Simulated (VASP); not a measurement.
GdO: optical spectrum with PBE

The system is GdO.

```xyz
2
Lattice="0.0000 2.7000 2.7000 2.7000 0.0000 2.7000 2.7000 2.7000 0.0000" Properties=species:S:1:pos:R:3 pbc="T T T"
Gd    0.0000    0.0000    0.0000
O     4.0500    4.0500    4.0500
```

```yaml
Program: VASP 6.6.1
Task: optical spectrum
Functional: PBE
Potentials_or_basis: VASP PAW PBE potentials, release 64 (Gd, O)
Cutoff: 520 eV
k_mesh: 9 × 9 × 9
Occupations: gaussian, width 0.02 eV
Spin: collinear spin, ferromagnetic start
Starting_moments: "[7.0, 0.0] μB"
Further_INCAR_settings: ALGO = Normal; EDIFF = 1e-06; NBANDS = 36
```

```
Pressure                                              : -0.6 GPa
Band gap on the k mesh                                : none (metal or under the smearing width)
Net moment                                            : 7.59 μB per cell
Site moments                                          : Gd +6.88; O -0.01 μB
Valence electrons inside the program's atomic spheres : Gd 15.21; O 5.00
```

Levels at points of the mesh, in eV from the Fermi level:
Spin up:
| k point | band 14 | band 15 | band 16 | band 17 | band 18 | band 19 |
| --- | --- | --- | --- | --- | --- | --- |
| (0.00, 0.00, 0.00) | -4.73 | -4.73 | -2.23 | 2.54 | 2.54 | 4.47 |
Spin down:
```csv
k point,band 4,band 5,band 6,band 7,band 8,band 9,band 10,band 11,band 12,band 13
"(0.00, 0.00, 0.00)",-20.53,-19.44,-5.59,-5.59,-5.59,-1.44,0.34,0.34,0.34,0.54
```

Dielectric function (mean over the directions given):
```
energy (eV)  real part  imaginary part
       0.28      13.24            1.28
       0.93       7.26            8.09
       1.58       2.23            9.38
       2.24       0.83            0.77
       2.98       3.72            0.63
       3.63       5.27            2.32
       4.28       4.58            1.83
       4.94       7.19            4.44
       5.68       2.97            6.23
       6.33       1.38            4.26
       6.98       0.81            6.88
       7.73       0.82            2.83
       8.38       1.16            2.33
       9.03       1.19            2.96
       9.69       0.45            3.25
      10.43       0.36            2.38
      11.08      -0.38            2.56
      11.73      -0.70            1.17
      12.39      -0.09            1.18
      13.13       0.19            0.74
      13.78       0.87            0.82
      14.44       0.32            0.76
      15.18       0.58            0.54
      15.83       0.96            0.37
      16.48       1.04            0.34
      17.14       0.99            0.47
      17.88       1.14            0.51
      18.53       1.30            0.54
      19.18       1.45            0.53
      19.93       1.20            0.93
```

Run time: 3.8 min on 1 thread of Intel(R) Xeon(R) Platinum 8375C CPU @ 2.90GHz (Ice Lake), with other jobs on the host, peak memory 0.32 GiB.

Caveat: spectra need much finer meshes, so this one isn't converged; independent-particle spectra lack excitons; the intraband (Drude) part of a metal's response may be missing; spin-orbit coupling is left out, which moves the levels of the heavy elements; a cell with one magnetic atom can't hold antiferromagnetic order, which such compounds often take; without U or exact exchange the open f shell lies at the Fermi level, which spoils levels, moments and volumes. With open d or f shells a metallic result of PBE can be an artefact of self-interaction; +U or a hybrid may open a gap.
